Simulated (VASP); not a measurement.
Input:

```yaml
crystal:
  lattice:
    - [3.45183, 0.00000, 0.00000]
    - [0.00000, 3.45183, 0.00000]
    - [0.00000, 0.00000, 3.45183]
  atoms:
    - { symbol: Al, position: [0.00000, 0.00000, 0.00000] }
    - { symbol: Ni, position: [0.00000, 0.50000, 0.50000], spin: 0.3 }
    - { symbol: Ni, position: [0.50000, 0.00000, 0.50000], spin: 0.3 }
    - { symbol: Ni, position: [0.50000, 0.50000, 0.00000], spin: 0.3 }
```

Method: PBE GGA with D3 dispersion (Becke-Johnson damping), VASP's PBE PAW potentials (set 64) (plane waves; VASP). Settings: 520 eV cut-off, 9×9×9 Γ-centred mesh, first-order Methfessel-Paxton smearing of 0.10 eV, potentials Al Ni.

**Question.** Give the stress tensor in GPa (positive for a compressed cell).

**Answer.** 
```
13.79   0.00   0.00
 0.00  13.79   0.00
 0.00   0.00  13.79
```
The pressure is its mean diagonal, 13.79 GPa.

The compound is Ni3Al in the L1_2 structure. This cell is one point of a volume scan, at 0.94 of the reference volume.
